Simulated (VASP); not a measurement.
# O3W in VASP: settings compared, part 2 of 2

VASP 6.6.1. Earlier steps stand in the parts before.

## Step 4: Single point, HSE06+D3(BJ)

POSCAR

```
WO3
1.0
   11.0000000000      0.0000000000      0.0000000000
    0.0000000000     12.0000000000      0.0000000000
    0.0000000000      0.0000000000     12.0000000000
O W
3 1
Cartesian
    4.9457500400      6.3071000400      7.3496499600
    6.2549500200      4.8986000400      5.3607500400
    4.7710500200      7.1433999600      4.7183499600
    4.8168499500      5.7582000000      5.7294500400
```

INCAR.step1

```
SYSTEM = WO3
PREC     = Accurate       ! precision mode
ENCUT    = 900            ! plane-wave cutoff, eV
EDIFF    = 1E-5           ! SCF threshold, eV
ISMEAR   = 0              ! smearing method
SIGMA    = 0.01           ! smearing width, eV
LREAL    = .False.        ! projectors in reciprocal space
LASPH    = .True.         ! aspherical terms in the spheres
NELM     = 80             ! most SCF steps
ALGO     = Normal         ! electronic algorithm
ISIF     = 2              ! what is computed and relaxed
LWAVE    = .True.         ! write WAVECAR
NBANDS   = 24             ! bands
GGA      = PE             ! functional
```

INCAR.step2

```
SYSTEM = WO3
PREC     = Accurate       ! precision mode
ENCUT    = 900            ! plane-wave cutoff, eV
EDIFF    = 1E-6           ! SCF threshold, eV
ISMEAR   = 0              ! smearing method
SIGMA    = 0.01           ! smearing width, eV
LREAL    = .False.        ! projectors in reciprocal space
LASPH    = .True.         ! aspherical terms in the spheres
NELM     = 80             ! most SCF steps
ALGO     = Normal         ! electronic algorithm
ISIF     = 2              ! what is computed and relaxed
LWAVE    = .False.        ! write WAVECAR
LCHARG   = .True.         ! write CHGCAR
GGA      = PE             ! functional
LHFCALC  = .True.         ! exact exchange
HFSCREEN = 0.2            ! screening, 1/A
PRECFOCK = Fast         
IVDW     = 12             ! dispersion correction
VDW_S6   = 1.0          
VDW_S8   = 2.31         
VDW_A1   = 0.383        
VDW_A2   = 5.685        
LELF     = .True.         ! ELF
LVHAR    = .True.       
LVACPOTAV= .True.       
NBANDS   = 24             ! bands
ISTART   = 1
```

KPOINTS

```
regular mesh
0
Gamma
  1 1 1
  0 0 0
```

Potentials or basis: VASP PAW PBE potentials, release 64 (O_h, W_sv).

Run with:

```bash
$ cat potpaw_PBE.64/O_h/POTCAR potpaw_PBE.64/W_sv/POTCAR > POTCAR
$ cp INCAR.step1 INCAR
$ mpirun -np 1 vasp_gam > vasp.out
$ cp INCAR.step2 INCAR
$ mpirun -np 1 vasp_gam > vasp.out
```

OUTCAR:

```text
SYSTEM = WO3
   PREC = Accurate
   ENCUT = 900
   EDIFF = 1E-6
   ISMEAR = 0
   LREAL = .False.
   LASPH = .True.
   NELM = 80
   ISIF = 2
   GGA = PE
   LHFCALC = .True.
   HFSCREEN = 0.2
   PRECFOCK = Fast
   IVDW = 12
   ISTART = 1
 IVDW          = 12

 ion  position               nearest neighbor table
   1  0.450  0.526  0.612-   4 1.72
   2  0.569  0.408  0.447-   4 1.72
   3  0.434  0.595  0.393-   4 1.72
   4  0.438  0.480  0.477-   1 1.72   2 1.72   3 1.72

  LATTYP: Found a simple tetragonal cell.
 ALAT       =    12.0000000000
 C/A-ratio  =     0.9166666667

  Lattice vectors:

 A1 = (   0.0000000000,  12.0000000000,   0.0000000000)
 A2 = (   0.0000000000,   0.0000000000,  12.0000000000)
 A3 = (  11.0000000000,   0.0000000000,   0.0000000000)

Analysis of symmetry for initial positions (statically):
=====================================================================
 Subroutine PRICEL returns:
 Original cell was already a primitive cell.

 Routine SETGRP: Setting up the symmetry group for a
 simple tetragonal supercell.

 Subroutine GETGRP returns: Found  1 space group operations
 (whereof  1 operations were pure point group operations)
 out of a pool of 16 trial point group operations.

The static configuration has the point symmetry C_1 .

Analysis of symmetry for dynamics (positions and initial velocities):
=====================================================================
 Subroutine PRICEL returns:
 Original cell was already a primitive cell.

 Routine SETGRP: Setting up the symmetry group for a
 simple tetragonal supercell.

 Subroutine GETGRP returns: Found  1 space group operations
 (whereof  1 operations were pure point group operations)
 out of a pool of 16 trial point group operations.

The dynamic configuration has the point symmetry C_1 .

 Subroutine INISYM returns: Found  1 space group operations
 (whereof  1 operations are pure point group operations),
 and found     1 'primitive' translations

----------------------------------------------------------------------------------------

                                     Primitive cell

  volume of cell :    1584.0000

  direct lattice vectors                    reciprocal lattice vectors
    11.000000000  0.000000000  0.000000000     0.090909091  0.000000000  0.000000000
     0.000000000 12.000000000  0.000000000     0.000000000  0.083333333  0.000000000
     0.000000000  0.000000000 12.000000000     0.000000000  0.000000000  0.083333333

  length of vectors
    11.000000000 12.000000000 12.000000000     0.090909091  0.083333333  0.083333333

  position of ions in fractional coordinates (direct lattice)
     0.449613640  0.525591670  0.612470830
     0.568631820  0.408216670  0.446729170
     0.433731820  0.595283330  0.393195830
     0.437895450  0.479850000  0.477454170

  ion indices of the primitive-cell ions
   primitive index   ion index
                 1           1
                 2           2
                 3           3
                 4           4

----------------------------------------------------------------------------------------

 KPOINTS: regular mesh

Automatic generation of k-mesh.
 Grid dimensions read from file:
 generate k-points for:    1    1    1

 Generating k-lattice:

  Cartesian coordinates                     Fractional coordinates (reciprocal lattice)
     0.090909091  0.000000000  0.000000000     1.000000000  0.000000000  0.000000000
     0.000000000  0.083333333  0.000000000     0.000000000  1.000000000  0.000000000
     0.000000000  0.000000000  0.083333333     0.000000000  0.000000000  1.000000000

  Length of vectors
     0.090909091  0.083333333  0.083333333

  Shift w.r.t. Gamma in fractional coordinates (k-lattice)
     0.000000000  0.000000000  0.000000000

 Subroutine IBZKPT returns following result:
 ===========================================

 Found      1 irreducible k-points:

 Following reciprocal coordinates:
            Coordinates               Weight
  0.000000  0.000000  0.000000      1.000000
   k-points           NKPTS =      1   k-points in BZ     NKDIM =      1   number of bands    NBANDS=     24
   number of dos      NEDOS =    301   number of ions     NIONS =      4
   total plane-waves  NPLWV = ******
   dimension x,y,z NGX =   108 NGY =  120 NGZ =  120
   dimension x,y,z NGXF=   216 NGYF=  240 NGZF=  240
   ions per type =               3   1
   NGX,Y,Z   is equivalent  to a cutoff of  16.32, 16.62, 16.62 a.u.
   NGXF,Y,Z  is equivalent  to a cutoff of  32.64, 33.25, 33.25 a.u.
 SYSTEM =  WO3
   PREC   = accura    normal or accurate (medium, high low for compatibility)
   ISTART =      1    job   : 0-new  1-cont  2-samecut
   ICHARG =      0    charge: 1-file 2-atom 10-const
   ISPIN  =      1    spin polarized calculation?
   LNONCOLLINEAR =      F non collinear calculations
   LSORBIT =      F    spin-orbit coupling
   LASPH  =      T    aspherical Exc in radial PAW
   ENCUT  =  900.0 eV  66.15 Ry    8.13 a.u.  26.91 29.35 29.35*2*pi/ulx,y,z
   NELM   =     80;   NELMIN=  2; NELMDL=  0     # of ELM steps
   EDIFF  = 0.1E-05   stopping-criterion for ELM
   LREAL  =      F    real-space projection
   EDIFFG = 0.1E-04   stopping-criterion for IOM
   NSW    =      0    number of steps for IOM
   IBRION =     -1    ionic relax: 0-MD 1-quasi-New 2-CG
   NFREE  =      0    steps in history (QN), initial steepest desc. (CG)
   ISIF   =      2    stress and relaxation
   ISYM   =      3    0-nonsym 1-usesym 2-fastsym
   POTIM  = 0.5000    time-step for ionic-motion
   TEBEG  =    0.0;   TEEND  =   0.0 temperature during run
   PSTRESS=    0.0 pullay stress
   NELECT =      32.0000    total number of electrons
   NUPDOWN=      -1.0000    fix difference up-down
   EMIN   =  10.00;   EMAX   =-10.00  energy-range for DOS
   EFERMI =   0.00;   METHOD = LEGACY
   ISMEAR =     0;   SIGMA  =   0.01  broadening in eV -4-tet -1-fermi 0-gaus
   EFERMI_NEDOS =   21; number of points for ismear=-14 and -15
   IALGO  =     38    algorithm
   IMIX   =      1    mixing-type and parameters
     AMIX     =   0.40;   BMIX     =  1.00
     AMIX_MAG =   1.60;   BMIX_MAG =  1.00
  volume/ion in A,a.u.               =     396.00      2672.34
  Fermi-wavevector in a.u.,A,eV,Ry     =   0.445868  0.842569  2.704816  0.198798
  Thomas-Fermi vector in A             =   1.423827
   LORBIT       =      0    0 simple, 1 ext, 2 COOP (PROOUT), +10 PAW based schemes
   GGA     = PE    functional components
   LHFCALC =     T    Hartree Fock is set to
   PRECFOCK=fast      Normal, Fast or Accurate (Low or Medium for compatibility)
   ENCUT4O =  -1.0   cutoff for four orbital integrals eV
   NKREDX  =     1    reduce k-point grid by
   NKREDY  =     1    reduce k-point grid by
   NKREDZ  =     1    reduce k-point grid by
   AEXX    =    0.2500 exact exchange contribution
   HFSCREEN=    0.2000 screening length (either q_TF or 0.3 A-1)
   HFSCREENC=   0.2000 screening length for correlation (either q_TF or 0.3 A-1)
   ENCUTFOCK=  -1.0 apply spherical cutoff to Coloumb kernel
   IVDW    =    12    specifies the selected vdW correction
   LEPSILON=     F    determine dielectric tensor
   LRPA    =     F    only Hartree local field effects (RPA)
 non-spin polarized calculation
 Gauss-broadening in eV      SIGMA  =   0.01
  energy-cutoff  :      900.00
  volume of cell :     1584.00
 maximum number of plane-waves:     48537
 NGX is ok and might be reduce to   108
  NGX = 56; NGY = 60; NGZ = 60

 number of electron      32.0000003 magnetization

 Free energy of the ion-electron system (eV)
  ---------------------------------------------------
  ext. energy  EPLUGINS =         0.00000000
  ---------------------------------------------------
  free energy    TOTEN  =       -39.84392101 eV

  energy without entropy =      -39.84392101  energy(sigma->0) =      -39.84392101

 E-fermi :  -7.9612     XC(G=0):  -0.6678

 val. band max:       -8.2278301505   @ k =   0.0000   0.0000   0.0000
 cond. band min:      -4.9811571124   @ k =   0.0000   0.0000   0.0000
 fundamental gap:      3.2466730381
 Fermi energy:        -7.9612051669

 k-point     1 :       0.0000    0.0000    0.0000
  band No.  band energies     occupation
      1     -84.9978      2.00000
      2     -48.1022      2.00000
      3     -48.0990      2.00000
      4     -48.0981      2.00000
      5     -25.7355      2.00000
      6     -25.2319      2.00000
[... 16 lines left out ...]
     23       0.5296      0.00000
     24       0.8927      0.00000

------------------------ aborting loop because EDIFF is reached ----------------------------------------

 Edisp (eV)   -0.05592

 E8    (eV) :    -0.0335

  FORCE on cell =-STRESS in cart. coord.  units (eV):
  Direction    XX          YY          ZZ          XY          YZ          ZX
  --------------------------------------------------------------------------------------
  -------------------------------------------------------------------------------------
  Total      -0.26109    -0.31589    -0.27927     0.01911    -0.00168     0.01002
  in kB      -0.26409    -0.31952    -0.28247     0.01933    -0.00170     0.01013
  external pressure =       -0.29 kB  Pullay stress =        0.00 kB

 VOLUME and BASIS-vectors are now :
 -----------------------------------------------------------------------------
  energy-cutoff  :      900.00
  volume of cell :     1584.00
      direct lattice vectors                 reciprocal lattice vectors
    11.000000000  0.000000000  0.000000000     0.090909091  0.000000000  0.000000000
     0.000000000 12.000000000  0.000000000     0.000000000  0.083333333  0.000000000
     0.000000000  0.000000000 12.000000000     0.000000000  0.000000000  0.083333333

 POSITION                                       TOTAL-FORCE (eV/Angst)
 -----------------------------------------------------------------------------------
      4.94575      6.30710      7.34965        -0.015494     -0.006373     -0.008446
      6.25495      4.89860      5.36075         0.071087      0.004801      0.027870
      4.77105      7.14340      4.71835        -0.014672      0.025439      0.028396
      4.81685      5.75820      5.72945        -0.040921     -0.023867     -0.047820
 -----------------------------------------------------------------------------------
    total drift:                               -0.051434      0.074694      0.161063

  FREE ENERGIE OF THE ION-ELECTRON SYSTEM (eV)
  ---------------------------------------------------
  free  energy   TOTEN  =       -39.8998380565 eV

  energy  without entropy=      -39.8998380565  energy(sigma->0) =      -39.89983806
```

Run time: 14 min. Hardware: 1 thread of AMD EPYC 9R45 (Zen 5), shared host; peak memory 2.4 GiB.

What came out:

| Item | Value |
| --- | --- |
| Free energy | -39.8998 eV |
| Largest force | 0.077 eV/Å |
| Gap between the frontier levels | 3.25 eV |
| Dispersion energy per atom | -0.014 eV |

Forces on the atoms (eV/Å):
```
O   -0.015 -0.006 -0.008
O    0.071  0.005  0.028
O   -0.015  0.025  0.028
W   -0.041 -0.024 -0.048
```

Levels at points of the mesh, in eV from the valence-band top:
| k point | band 14 | band 15 | band 16 | band 17 | band 18 | band 19 |
| --- | --- | --- | --- | --- | --- | --- |
| (0.00, 0.00, 0.00) | -0.33 | -0.33 | 0.00 | 3.25 | 6.07 | 6.07 |

Caveat: the cutoff is under 1.25 times the usual one of these potentials, so pressure, stress and relaxed cells hold a basis-set (Pulay) error; the PAW data sets were made with another functional, which shifts forces and pressure a little; spin-orbit coupling is left out, which moves the levels of the heavy elements.

## Step 5: Relaxation of the atoms, PBE+D4

INCAR

```
SYSTEM = WO3
  PREC = Accurate
  ENCUT = 520
  EDIFF = 1E-7
  ISMEAR = 0
  SIGMA = 0.01
  LREAL = .False.
  LASPH = .True.
  NELM = 80
  ALGO = Normal
  ISIF = 2
  LWAVE = .False.
  LCHARG = .False.
  GGA = PE
  IVDW = 13
  IBRION = 2
  NSW = 40
  EDIFFG = -0.005
```

KPOINTS

```
Automatic mesh
0
Gamma
  1 1 1
  0 0 0
```

POSCAR

```
WO3
1.0
   11.0000000000      0.0000000000      0.0000000000
    0.0000000000     12.0000000000      0.0000000000
    0.0000000000      0.0000000000     12.0000000000
O W
3 1
Direct
    0.4496136400      0.5255916700      0.6124708300
    0.5686318200      0.4082166700      0.4467291700
    0.4337318200      0.5952833300      0.3931958300
    0.4378954500      0.4798500000      0.4774541700
```

Potentials or basis: VASP PAW PBE potentials, release 64 (O, W_sv).

Run with:

```bash
$ cat potpaw_PBE.64/O/POTCAR potpaw_PBE.64/W_sv/POTCAR > POTCAR
$ mpirun -np 1 vasp_gam > vasp.out
```

It took 7.5 min on 1 thread of AMD EPYC 9R45 (Zen 5), shared host; peak memory 1.3 GiB.

Results (log left out):

| Quantity | Value |
| --- | --- |
| Free energy | -32.0592 eV |
| Energy gained by relaxing | 16.6 meV/atom |
| Ionic steps | 8 |
| Largest force after relaxing | 0.003 eV/Å |
| Gap between the frontier levels | 1.68 eV |
| Dispersion energy per atom | -0.022 eV |

Forces in eV/Å, atoms in the order of the input:
```
O   -0.002 -0.002  0.002
O    0.002  0.000  0.000
O    0.001  0.003  0.000
W    0.000 -0.001 -0.001
```

The path:
```
step  energy change (eV)  largest force (eV/Å)  pressure (GPa)
   1              0.0000                2.2034            0.25
   2              0.5562                5.8977           -0.75
   3             -0.0651                0.0887           -0.02
   4             -0.0651                0.1300           -0.02
   5             -0.0658                0.0826           -0.01
   6             -0.0662                0.0485           -0.01
   7             -0.0659                0.2126           -0.02
   8             -0.0662                0.0032           -0.01
```

Final structure:
```yaml
crystal:
  lattice:
    - [11.00000, 0.00000, 0.00000]
    - [0.00000, 12.00000, 0.00000]
    - [0.00000, 0.00000, 12.00000]
  atoms:
    - { symbol: O, position: [0.45023, 0.52618, 0.61328] }
    - { symbol: O, position: [0.56994, 0.40819, 0.44665] }
    - { symbol: O, position: [0.43427, 0.59630, 0.39283] }
    - { symbol: W, position: [0.43543, 0.47827, 0.47708] }
```

Levels at points of the mesh, in eV from the valence-band top:
```
           k point  band 12  band 13  band 14  band 15  band 16  band 17  band 18  band 19  band 20
(0.00, 0.00, 0.00)    -2.60    -1.45    -0.41    -0.41     0.00     1.68     4.22     4.22     6.00
```

Caveat: spin-orbit coupling is left out, which moves the levels of the heavy elements.

## Step 6: Single point, BEEF-vdW

INCAR

```
SYSTEM = WO3
ALGO     = Fast           ! electronic algorithm
EDIFF    = 1E-7           ! SCF threshold, eV
ENCUT    = 520            ! plane-wave cutoff, eV
GGA      = BF             ! functional
ISIF     = 2              ! what is computed and relaxed
ISMEAR   = 0              ! smearing method
LASPH    = .True.         ! aspherical terms in the spheres
LCHARG   = .True.         ! write CHGCAR
LELF     = .True.         ! ELF
LREAL    = .False.        ! projectors in reciprocal space
LUSE_VDW = .True.       
LVACPOTAV= .True.       
LVHAR    = .True.       
LWAVE    = .False.        ! write WAVECAR
NELM     = 60             ! most SCF steps
PREC     = Accurate       ! precision mode
SIGMA    = 0.01           ! smearing width, eV
ZAB_VDW  = -1.8867
```

KPOINTS

```
k-points
0
Gamma
  1 1 1
  0 0 0
```

POSCAR

```
WO3
1.0
   11.0000000000      0.0000000000      0.0000000000
    0.0000000000     12.0000000000      0.0000000000
    0.0000000000      0.0000000000     12.0000000000
O W
3 1
Cartesian
    4.9457500400      6.3071000400      7.3496499600
    6.2549500200      4.8986000400      5.3607500400
    4.7710500200      7.1433999600      4.7183499600
    4.8168499500      5.7582000000      5.7294500400
```

Potentials or basis: VASP PAW PBE potentials, release 64 (O, W_sv).

Run with:

```bash
$ cat potpaw_PBE.64/O/POTCAR potpaw_PBE.64/W_sv/POTCAR > POTCAR
$ mpirun -np 1 vasp_gam > vasp.out
```

Run time: 18 min. Hardware: 1 thread of AMD EPYC 9R45 (Zen 5), shared host; peak memory 4.1 GiB.

It converged, with:

```
Free energy                     : -23.7942 eV
Largest force                   : 2.126 eV/Å
Gap between the frontier levels : 1.63 eV
```

Forces on the atoms (eV/Å):
```
O    0.251  0.564  1.398
O    1.380 -0.638 -0.292
O    0.103  1.272 -0.830
W   -1.735 -1.198 -0.275
```

Levels at points of the mesh, in eV from the valence-band top:
| k point | band 12 | band 13 | band 14 | band 15 | band 16 | band 17 | band 18 | band 19 | band 20 |
| --- | --- | --- | --- | --- | --- | --- | --- | --- | --- |
| (0.00, 0.00, 0.00) | -2.57 | -1.29 | -0.36 | -0.35 | 0.00 | 1.63 | 4.45 | 4.45 | 6.14 |

Caveat: the PAW data sets were made with another functional, which shifts forces and pressure a little; spin-orbit coupling is left out, which moves the levels of the heavy elements.

## Step 7: Summary

```csv
task,level,potentials or basis,cell,cutoff (eV),grid for exact exchange (PRECFOCK),screening parameter,gap on the mesh (eV),largest force (eV/Å)
single point,BLYP+D4,"VASP PAW PBE potentials, release 64 (O, W_sv)",as given,520,-,-,1.61,2.99
single point,PBE+D3(BJ),"VASP PAW PBE potentials, release 64 (O, W_sv)",as given,520,-,-,1.73,2.21
single point,HSE06+D3(BJ),"VASP PAW PBE potentials, release 64 (O_h, W_sv)",as given,900,Fast,0.2 1/A,3.25,0.08
relaxation of the atoms,PBE+D4,"VASP PAW PBE potentials, release 64 (O, W_sv)",atoms relaxed,520,-,-,1.68,-
single point,BEEF-vdW,"VASP PAW PBE potentials, release 64 (O, W_sv)",as given,520,-,-,1.63,2.13
```

Alike in all rows: no spin polarisation; k mesh 1 × 1 × 1; smearing gaussian 0.01 eV.

Caveats: spin-orbit coupling is left out, which moves the levels of the heavy elements; the PAW data sets were made with another functional, which shifts forces and pressure a little (some runs); the cutoff is under 1.25 times the usual one of these potentials, so pressure, stress and relaxed cells hold a basis-set (Pulay) error (some runs).

Absolute energies hang on the potentials; compare differences alone.
